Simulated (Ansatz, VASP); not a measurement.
# Te: VASP beside Ansatz

Wanted: the spread between two codes on one cell, functional and k mesh. The cell is taken from a series of runs on this material, whose earlier steps may have relaxed, scaled, displaced or heated it; both programs get it as it stands.

Program: Ansatz 0.2.0. Level of theory: plane waves, with VASP 6.6.1 beside it; G0W0 gap at PBE0 form with 5 % exact exchange with an exact-exchange share of 0.05. Results are calculated unless marked as measured.

## 1. The starting structure

It takes space group P3_121 (No. 152, trigonal). Conventional cell: a = 4.457 Å, b = 4.457 Å, c = 5.929 Å, α = 90.00°, β = 90.00°, γ = 120.00°. Nearest to Te lie 2 Te at 2.84 Å.

Structure file:

```xyz
3
Lattice="4.4572 0.0000 0.0000 -2.2286 3.8600 0.0000 0.0000 0.0000 5.9290" Properties=species:S:1:pos:R:3 pbc="T T T"
Te    1.1736    0.0000    1.9763
Te   -0.5868    1.0164    3.9527
Te    1.6418    2.8437    0.0000
```

## 2. VASP: G0W0 gap, PBE0 form with 5 % exact exchange with an exact-exchange share of 0.05

Quasiparticle shifts depend on high empty states and on the cores, so they are the hardest test of two PAW sets.

Lines of VASP's logs that name or quote its potential files are left out, and so is its time.

The run reads the wave functions of an earlier VASP run, which isn't shown here.

The input, INCAR:

```
SYSTEM = Te
PREC = Accurate
ENCUT = 300
ISMEAR = 0
SIGMA = 0.01
LREAL = .FALSE.
LHFCALC = .TRUE.
AEXX = 0.05
GGA = PE
LASPH = .TRUE.
NBANDS = 448
PRECFOCK = Fast
ALGO = EVGW0
NELMGW = 1
ENCUTGW = 150
NOMEGA = 64
NBANDSGW = 32
LWAVE = .FALSE.
LCHARG = .FALSE.
```

The input, POSCAR:

```
Te
1.0
    4.4572000000      0.0000000000      0.0000000000
   -2.2286000000      3.8600484297      0.0000000000
    0.0000000000      0.0000000000      5.9290000000
Te
3
Direct
    0.2633000000      0.0000000000      0.3333333333
    0.0000000000      0.2633000000      0.6666666667
    0.7367000000      0.7367000000      0.0000000000
```

The input, KPOINTS:

```
Automatic mesh
0
Gamma
6 6 4
0 0 0
```

PAW data sets: Te_GW (PBE family, release 64).

Command:

```bash
$ mpirun -np 16 vasp_std
```

Numbers of over 12 decimals in the logs are rounded to 6 here.

What it wrote:

```text
[banner, memory and clock lines left out]
running   16 mpi-ranks, on    1 nodes
 distrk:  each k-point on   16 cores,    1 groups
 distr:  one band on    1 cores,   16 groups

 POSCAR found type information on POSCAR Te
 POSCAR found :  1 types and       3 ions
|                                                                             |
|           W    W    AA    RRRRR   N    N  II  N    N   GGGG   !!!           |
|           W    W   A  A   R    R  NN   N  II  NN   N  G    G  !!!           |
|           W    W  A    A  R    R  N N  N  II  N N  N  G       !!!           |
|           W WW W  AAAAAA  RRRRR   N  N N  II  N  N N  G  GGG   !            |
|           WW  WW  A    A  R   R   N   NN  II  N   NN  G    G                |
|           W    W  A    A  R    R  N    N  II  N    N   GGGG   !!!           |
|                                                                             |
|     For optimal performance we recommend to set                             |
|       NCORE = 2 up to number-of-cores-per-socket                            |
|     NCORE specifies how many cores store one orbital (NPAR=cpu/NCORE).      |
|     This setting can greatly improve the performance of VASP for DFT.       |
|     The default, NCORE=1 might be grossly inefficient on modern             |
|     multi-core architectures or massively parallel machines. Do your        |
|     Unfortunately you need to use the default for GW and RPA                |
|     calculations (for HF NCORE is supported but not extensively tested      |
|     yet).                                                                   |
|                                                                             |

|                                                                             |
|           W    W    AA    RRRRR   N    N  II  N    N   GGGG   !!!           |
|           W    W   A  A   R    R  NN   N  II  NN   N  G    G  !!!           |
|           W    W  A    A  R    R  N N  N  II  N N  N  G       !!!           |
|           W WW W  AAAAAA  RRRRR   N  N N  II  N  N N  G  GGG   !            |
|           WW  WW  A    A  R   R   N   NN  II  N   NN  G    G                |
|           W    W  A    A  R    R  N    N  II  N    N   GGGG   !!!           |
|                                                                             |
|     The default for ENCUTGWSOFT is different in this version of VASP.       |
|     please manually set ENCUTGWSOFT =150 in the INCAR file.                 |
|                                                                             |

 LDA part: xc-table for (Slater+PW92), standard interpolation
 found WAVECAR, reading the header
 POSCAR, INCAR and KPOINTS ok, starting setup
 FFT: planning ... GRIDC
 FFT: planning ... GRID_SOFT
 FFT: planning ... GRID
 reading WAVECAR
 the WAVECAR file was read successfully
 initial charge from wavefunction
 available memory per node:     15.99 GB, setting MAXMEM to     16375

 The Fermi energy was updated, please check that it is located mid-gap
 values below the HOMO (VB) or above the LUMO (CB) will cause erroneous energies
 E-fermi :   5.9626

 calculate exact exchange contribution
 the WAVEDER file was read successfully
|                                                                             |
|           W    W    AA    RRRRR   N    N  II  N    N   GGGG   !!!           |
|           W    W   A  A   R    R  NN   N  II  NN   N  G    G  !!!           |
|           W    W  A    A  R    R  N N  N  II  N N  N  G       !!!           |
|           W WW W  AAAAAA  RRRRR   N  N N  II  N  N N  G  GGG   !            |
|           WW  WW  A    A  R   R   N   NN  II  N   NN  G    G                |
|           W    W  A    A  R    R  N    N  II  N    N   GGGG   !!!           |
|                                                                             |
|     Automatic setting of frequency mesh for GW failed. Frequency mesh       |
|     properly not suitable for determining QP energies. Consider             |
|     increasing number of kpoints.                                           |
|                                                                             |

energies w=
    0.000    0.000    0.206    0.000    0.412    0.000    0.617    0.000
    0.821    0.000    1.023    0.000    1.222    0.000    1.420    0.000
    1.615    0.000    1.807    0.000    1.996    0.000    2.183    0.000
    2.367    0.000    2.549    0.000    2.728    0.000    2.905    0.000
    3.081    0.000    3.255    0.000    3.427    0.000    3.599    0.000
    3.771    0.000    3.942    0.000    4.114    0.000    4.286    0.000
    4.459    0.000    4.634    0.000    4.811    0.000    4.991    0.000
    5.175    0.000    5.362    0.000    5.554    0.000    5.751    0.000
    5.954    0.000    6.165    0.000    6.383    0.000    6.612    0.000
    6.852    0.000    7.103    0.000    7.369    0.000    7.650    0.000
    7.952    0.000    8.274    0.000    8.621    0.000    8.997    0.000
    9.406    0.000    9.854    0.000   10.351    0.000   10.902    0.000
   11.519    0.000   12.217    0.000   13.015    0.000   13.935    0.000
   15.010    0.000   16.283    0.000   17.816    0.000   19.696    0.000
   22.058    0.000   25.112    0.000   29.208    0.000   34.982    0.000
   43.716    0.000   58.433    0.000   88.394    0.000  182.290    0.000
 responsefunction array rank=     464
 LDA part: xc-table for (Slater+PW92), standard interpolation

 min. memory requirement per mpi rank    499.6 MB, per node   7993.0 MB

 allocating   4 responsefunctions rank=   464
 shmem allocating  64 responsefunctions rank=   464
 response function shared by NCSHMEM nodes    1
 Doing            4  frequencies on each core in blocks of           64
NQ=   1    0.0000    0.0000    0.0000,
|.........|.........|.........|.........|.........|.........|.........|.........
 performed       1826000 updates of chi_q(r,r)
 total number of BLAS operations       2945.01 Gflops
NQ=   2    0.1667    0.0000    0.0000,
|.........|.........|.........|.........|.........|.........|.........|.........
 performed       6232000 updates of chi_q(r,r)
 total number of BLAS operations       9707.89 Gflops
NQ=   3    0.3333    0.0000    0.0000,
|.........|.........|.........|.........|.........|.........|.........|.........
 performed      10638000 updates of chi_q(r,r)
 total number of BLAS operations      15985.70 Gflops
NQ=   4    0.5000    0.0000    0.0000,
|.........|.........|.........|.........|.........|.........|.........|.........
 performed      13496000 updates of chi_q(r,r)
 total number of BLAS operations      20096.40 Gflops
NQ=   5    0.1667    0.1667    0.0000,
|.........|.........|.........|.........|.........|.........|.........|.........
 performed      16984000 updates of chi_q(r,r)
 total number of BLAS operations      25137.99 Gflops
NQ=   6    0.3333    0.1667    0.0000,
|.........|.........|.........|.........|.........|.........|.........|.........
 performed      22250000 updates of chi_q(r,r)
 total number of BLAS operations      32359.46 Gflops
NQ=   7    0.3333    0.3333    0.0000,
|.........|.........|.........|.........|.........|.........|.........|.........
 performed      24362000 updates of chi_q(r,r)
 total number of BLAS operations      35340.96 Gflops
NQ=   8    0.0000    0.0000    0.2500,
|.........|.........|.........|.........|.........|.........|.........|.........
 performed      26818000 updates of chi_q(r,r)
 total number of BLAS operations      39008.94 Gflops
NQ=   9    0.1667    0.0000    0.2500,
|.........|.........|.........|.........|.........|.........|.........|.........
 performed      31224000 updates of chi_q(r,r)
 total number of BLAS operations      45618.30 Gflops
NQ=  10    0.0000    0.1667    0.2500,
|.........|.........|.........|.........|.........|.........|.........|.........
 performed      35630000 updates of chi_q(r,r)
 total number of BLAS operations      52227.65 Gflops
NQ=  11    0.3333    0.0000    0.2500,
|.........|.........|.........|.........|.........|.........|.........|.........
 performed      40036000 updates of chi_q(r,r)
 total number of BLAS operations      58745.74 Gflops
NQ=  12    0.0000    0.3333    0.2500,
|.........|.........|.........|.........|.........|.........|.........|.........
 performed      44442000 updates of chi_q(r,r)
 total number of BLAS operations      65263.83 Gflops
NQ=  13    0.5000    0.0000    0.2500,
|.........|.........|.........|.........|.........|.........|.........|.........
 performed      48848000 updates of chi_q(r,r)
 total number of BLAS operations      71482.28 Gflops
NQ=  14    0.1667    0.1667    0.2500,
|.........|.........|.........|.........|.........|.........|.........|.........
 performed      54114000 updates of chi_q(r,r)
 total number of BLAS operations      79236.52 Gflops
NQ=  15    0.3333    0.1667    0.2500,
|.........|.........|.........|.........|.........|.........|.........|.........
 performed      59380000 updates of chi_q(r,r)
 total number of BLAS operations      86811.07 Gflops
NQ=  16   -0.1667    0.5000    0.2500,
|.........|.........|.........|.........|.........|.........|.........|.........
 performed      64646000 updates of chi_q(r,r)
 total number of BLAS operations      94385.62 Gflops
NQ=  17    0.3333    0.3333    0.2500,
|.........|.........|.........|.........|.........|.........|.........|.........
 performed      67446000 updates of chi_q(r,r)
 total number of BLAS operations      98451.93 Gflops
NQ=  18    0.0000    0.0000    0.5000,
|.........|.........|.........|.........|.........|.........|.........|.........
 performed      69272000 updates of chi_q(r,r)
 total number of BLAS operations     101178.16 Gflops
NQ=  19    0.1667    0.0000    0.5000,
|.........|.........|.........|.........|.........|.........|.........|.........
 performed      73678000 updates of chi_q(r,r)
 total number of BLAS operations     107879.42 Gflops
NQ=  20    0.3333    0.0000    0.5000,
|.........|.........|.........|.........|.........|.........|.........|.........
 performed      78084000 updates of chi_q(r,r)
 total number of BLAS operations     114157.23 Gflops
NQ=  21    0.5000    0.0000    0.5000,
|.........|.........|.........|.........|.........|.........|.........|.........
 performed      80942000 updates of chi_q(r,r)
 total number of BLAS operations     118114.27 Gflops
NQ=  22    0.1667    0.1667    0.5000,
|.........|.........|.........|.........|.........|.........|.........|.........
 performed      84430000 updates of chi_q(r,r)
 total number of BLAS operations     123227.29 Gflops
NQ=  23    0.3333    0.1667    0.5000,
|.........|.........|.........|.........|.........|.........|.........|.........
 performed      89696000 updates of chi_q(r,r)
 total number of BLAS operations     130945.43 Gflops
NQ=  24    0.3333    0.3333    0.5000,
|.........|.........|.........|.........|.........|.........|.........|.........
 performed      91808000 updates of chi_q(r,r)
 total number of BLAS operations     133842.34 Gflops
 resolving degeneracies of screened two electron integrals

 calculate QP shifts <psi_nk| G(iteration)W_0 |psi_nk>: iteration 1
 entering main loop
```

From OUTCAR (step 2):

```text
ion  position               nearest neighbor table
   1  0.263  0.000  0.333-   3 2.84   2 2.84   3 3.49   3 3.49   2 3.49   2 3.49
   2  0.000  0.263  0.667-   3 2.84   1 2.84   3 3.49   3 3.49   1 3.49   1 3.49
   3  0.737  0.737  0.000-   2 2.84   1 2.84   1 3.49   2 3.49   2 3.49   1 3.49

  LATTYP: Found a hexagonal cell.
 ALAT       =     4.4572000000
 C/A-ratio  =     1.3302073050

 Subroutine GETGRP returns: Found  6 space group operations
 (whereof  2 operations were pure point group operations)

The static configuration has the point symmetry C_2 .
 The point group associated with its full space group is D_3 .

 Found     24 irreducible k-points:

   k-points           NKPTS =     24   k-points in BZ     NKDIM =    144   number of bands    NBANDS=    448

   dimension x,y,z NGX =    28 NGY =   28 NGZ =   36
   dimension x,y,z NGXF=    56 NGYF=   56 NGZF=   72

   ENCUT  =  300.0 eV  22.05 Ry    4.70 a.u.   6.29  6.29  8.37*2*pi/ulx,y,z

   NELECT =      18.0000    total number of electrons

  energy-cutoff  :      300.00
  volume of cell :      102.01
      direct lattice vectors                 reciprocal lattice vectors
     4.457200000  0.000000000  0.000000000     0.224356098  0.129532054  0.000000000
    -2.228600000  3.860048430  0.000000000     0.000000000  0.259064107  0.000000000
     0.000000000  0.000000000  5.929000000     0.000000000  0.000000000  0.168662506

 k-points in reciprocal lattice and weights: Automatic mesh
   0.00000000  0.00000000  0.00000000       0.007
   0.16666667  0.00000000  0.00000000       0.042
   0.33333333  0.00000000  0.00000000       0.042
   0.50000000  0.00000000  0.00000000       0.021
   0.16666667  0.16666667  0.00000000       0.042
   0.33333333  0.16666667  0.00000000       0.083
   0.33333333  0.33333333  0.00000000       0.014
   0.00000000  0.00000000  0.25000000       0.014
   0.16666667  0.00000000  0.25000000       0.042
[...]
0.33333333  0.16666667  0.50000000       0.083
   0.33333333  0.33333333  0.50000000       0.014

 E-fermi :   5.9626

 QP shifts <psi_nk| G(iteration)W_0 |psi_nk>: iteration 1
 for sc-GW calculations column KS-energies equals QP-energies in previous step
 and V_xc(KS)=  KS-energies - (<T + V_ion + V_H > + <T+V_H+V_ion>^1  + <V_x>^1)
 k-point   1 :       0.0000    0.0000    0.0000
  band No.  KS-energies  QP-energies   sigma(KS)   V_xc(KS)     V^pw_x(r,r')   Z            occupation Imag(sigma)
    ...
      6       2.9528       2.7054     -11.3102     -10.9652     -12.6003       0.7173       2.0000       0.0255
      7       4.0846       3.7741     -10.7864     -10.3490     -12.2133       0.7098       2.0000       0.0235
      8       4.0846       3.7741     -10.7864     -10.3490     -12.2133       0.7098       2.0000       0.0235
      9       5.0119       4.6747     -11.0412     -10.5742     -12.1536       0.7221       2.0000       0.0075
     10       7.0397       6.9097     -10.6117     -10.4322      -7.0997       0.7240       0.0000      -0.1136
     11       7.0397       6.9097     -10.6117     -10.4322      -7.0997       0.7240       0.0000      -0.1136
     12       7.6962       7.5508     -10.4327     -10.2309      -6.5224       0.7199       0.0000      -0.1222
     13      11.0198      10.7008      -8.4554      -8.0335      -3.9528       0.7562       0.0000      -0.1506
    ...

 k-point   2 :       0.1667    0.0000    0.0000
  band No.  KS-energies  QP-energies   sigma(KS)   V_xc(KS)     V^pw_x(r,r')   Z            occupation Imag(sigma)
    ...
      6       2.6133       2.3408     -10.9539     -10.5662     -12.8413       0.7031       2.0000       0.0869
      7       4.4852       4.1852     -11.0953     -10.6790     -12.1191       0.7208       2.0000       0.0036
      8       4.8431       4.5230     -11.1328     -10.6905     -12.0869       0.7238       2.0000       0.0020
      9       4.9934       4.6688     -11.0503     -10.6039     -11.8763       0.7271       2.0000       0.0013
     10       6.8687       6.7341     -10.3979     -10.2146      -7.0594       0.7348       0.0000      -0.1088
     11       6.9747       6.8394     -10.4774     -10.2920      -7.0603       0.7302       0.0000      -0.1112
     12       7.5874       7.4333     -10.3727     -10.1599      -6.5851       0.7240       0.0000      -0.1176
     13      10.4756      10.1486      -8.1486      -7.7157      -3.6936       0.7556       0.0000      -0.1389
    ...

 k-point   3 :       0.3333    0.0000    0.0000
  band No.  KS-energies  QP-energies   sigma(KS)   V_xc(KS)     V^pw_x(r,r')   Z            occupation Imag(sigma)
    ...
      6       2.1315       1.8698     -10.6810     -10.3054     -12.9772       0.6968       2.0000       0.1490
      7       3.3756       3.0982     -10.5294     -10.1380     -12.0270       0.7088       2.0000       0.0537
      8       4.7298       4.4152     -10.9990     -10.5661     -11.8179       0.7267       2.0000      -0.0018
      9       4.9378       4.6138     -11.1532     -10.7068     -12.0638       0.7257       2.0000       0.0021
     10       6.9328       6.7787     -10.2670     -10.0578      -6.8857       0.7372       0.0000      -0.1089
     11       7.1141       6.9655     -10.2148     -10.0128      -6.6946       0.7359       0.0000      -0.1103
     12       8.8593       8.6819     -11.0898     -10.8404      -6.9429       0.7112       0.0000      -0.1826
     13       9.4564       9.1153      -7.9854      -7.5391      -3.8038       0.7643       0.0000      -0.1186
    ...

 k-point   4 :       0.5000    0.0000    0.0000
  band No.  KS-energies  QP-energies   sigma(KS)   V_xc(KS)     V^pw_x(r,r')   Z            occupation Imag(sigma)
    ...
      6       2.1637       1.8990     -10.6192     -10.2388     -12.9193       0.6957       2.0000       0.1451
      7       2.2243       1.9744     -10.2294      -9.8715     -12.5466       0.6983       2.0000       0.1725
      8       4.6476       4.3265     -10.8423     -10.4000     -11.6771       0.7261       2.0000      -0.0005
      9       4.9185       4.5991     -11.1490     -10.7092     -12.0245       0.7264       2.0000       0.0005
     10       6.9307       6.7670     -10.1979      -9.9768      -6.8278       0.7401       0.0000      -0.1079
     11       7.0412       6.8861     -10.1547      -9.9443      -6.6977       0.7374       0.0000      -0.1078
     12       9.0677       8.7199      -7.9474      -7.4941      -3.8772       0.7672       0.0000      -0.1133
     13       9.8303       9.6302     -11.3908     -11.1069      -6.6618       0.7044       0.0000      -0.2967
    ...

[... 4 further parts left out ...]
```

[end of part 1 of 2]

[Lines on the potential files, build, host, timing and source positions are cut from VASP's logs without a mark.]

[Logs are printed without paths, hosts, clocks, repeated set-up lines and the standing remarks that a program may print on its own settings, such as how far it seeks lower states.]

[Hosts, paths, dates, database ids (printed as entryN), source tags and the programs' standing remarks are cut or masked in the printed files.]
